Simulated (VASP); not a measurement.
```xyz
3
Lattice="1.7600 -3.0485 0.0000 1.7600 3.0485 0.0000 0.0000 0.0000 5.9302" Properties=species:S:1:pos:R:3 pbc="T T T"
Ti     0.0000     0.0000     0.0000
S      1.7600     1.0162     1.4152
S      1.7600    -1.0162     4.5150
```

Calculation: vdW-DF2, VASP's PBE PAW potentials (set 64) (plane waves; VASP). Numerical set-up: 520 eV cut-off, Gaussian smearing of 0.050 eV, potentials Ti_sv S.

Question: Give the energies of bands 7 to 15 at the high-symmetry points, in eV from the valence-band maximum.

Answer: 
| band | Γ | M | K | A | L | H |
|---|---|---|---|---|---|---|
| 7 | -4.55 | -4.57 | -3.73 | -3.43 | -4.65 | -3.77 |
| 8 | -2.64 | -3.25 | -3.56 | -2.61 | -3.79 | -3.77 |
| 9 | -2.64 | -2.49 | -3.56 | -2.61 | -2.58 | -3.43 |
| 10 | -0.08 | -2.47 | -2.25 | -1.94 | -2.43 | -2.49 |
| 11 | 0.00 | -2.12 | -2.25 | -0.11 | -1.21 | -1.98 |
| 12 | 0.00 | -1.42 | -2.03 | -0.11 | -1.12 | -1.98 |
| 13 | 0.48 | 0.37 | 1.00 | 0.47 | 0.20 | 1.02 |
| 14 | 0.48 | 1.29 | 1.57 | 0.47 | 1.29 | 1.39 |
| 15 | 1.01 | 1.62 | 1.57 | 1.42 | 1.60 | 1.39 |

The gap is indirect, 0.20 eV, from the valence maximum at Γ to the conduction minimum at L.

The compound is TiS2 in the 1T layered structure. It was relaxed first, which changed the volume by +11 %.
